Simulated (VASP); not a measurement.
A run of VASP 6.6.1 is set up as follows.

INCAR

```
SYSTEM = NiMoIrPdW
PREC     = Accurate       ! precision mode
ENCUT    = 520            ! plane-wave cutoff, eV
EDIFF    = 1E-8           ! SCF threshold, eV
ISMEAR   = -1             ! smearing method
SIGMA    = 0.05           ! smearing width, eV
LREAL    = .False.        ! projectors in reciprocal space
LASPH    = .True.         ! aspherical terms in the spheres
NELM     = 150            ! most SCF steps
ALGO     = Normal         ! electronic algorithm
ISIF     = 2              ! what is computed and relaxed
LWAVE    = .False.        ! write WAVECAR
LCHARG   = .False.        ! write CHGCAR
ISPIN    = 2              ! spin polarisation
MAGMOM   = 1 1 0 0.6 0    ! initial moments
LORBIT   = 11             ! projections on sites
LMAXMIX  = 4              ! l up to which the mixer works
GGA      = PE             ! functional
LEFG     = .True.       
KPAR     = 4
```

File KPOINTS:

```
regular mesh
0
Gamma
  11 11 3
  0 0 0
```

Contents of POSCAR:

```
NiMoIrPdW
1.0
    2.3446000000     -1.4313800000      0.0090600000
    2.3446000000      1.4313800000      0.0090600000
   -2.2060000000      0.0000000000     10.9237400000
Ni Mo Pd Ir W
1 1 1 1 1
Direct
    0.4983800000      0.4983800000      0.2952500000
    0.3177300000      0.3177300000      0.9120700000
    0.2473300000      0.2473300000      0.4906100000
    0.7498200000      0.7498200000      0.1080200000
    0.6867300000      0.6867300000      0.6940600000
```

Potentials or basis: VASP PAW PBE potentials, release 64 (Ni, Mo_sv, Pd, Ir, W_sv).

Command:

```sh
$ cat potpaw_PBE.64/Ni/POTCAR potpaw_PBE.64/Mo_sv/POTCAR potpaw_PBE.64/Pd/POTCAR potpaw_PBE.64/Ir/POTCAR potpaw_PBE.64/W_sv/POTCAR > POTCAR
$ mpirun -np 4 vasp_std > vasp.out
```

Predict the largest force.

0.087 eV/Å.

Predict the band gap on the k mesh.

none (metal or under the smearing width).

Estimate the pressure.

0.3 GPa.

Stress tensor (GPa, compression positive):
```
 0.19  0.00  0.10
 0.00 -0.15  0.00
 0.10  0.00  0.88
```

The run has no spin-orbit coupling, so splittings on Ir, W are missing.
